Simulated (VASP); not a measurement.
Here is the system:

```
CELL_PARAMETERS angstrom
     -1.58882     1.58882     3.89817
      1.58882    -1.58882     3.89817
      1.58882     1.58882    -3.89817
ATOMIC_POSITIONS crystal
  Mo 0.00000 0.00000 0.00000
  Si 0.33459 0.33459 0.00000
  Si 0.66541 0.66541 0.00000
```

The numbers are results of PBE GGA with D3 dispersion (Becke-Johnson damping) with spin-orbit coupling, VASP's PBE PAW potentials (set 64) (plane waves; VASP), not measurements. Settings: 400 eV cut-off, 12×12×12 Γ-centred mesh, Gaussian smearing of 0.050 eV, potentials Mo_sv Si.

Problem. Predict the energy per atom (σ→0), band gap (over mesh and band path) with the smallest direct gap where there is one.

Solution. 
```json
{
  "band gap (over mesh and band path)": "none (metal, semimetal or under 0.01 eV)",
  "energy per atom (σ→0)": "-8.364 eV/atom"
}
```

Total energies compare only between runs with the same potentials, cut-off and functional.

The structure comes from a measured Si2Mo entry (I4/mmm) of the Crystallography Open Database, whose conditions weren't checked. It was relaxed first.
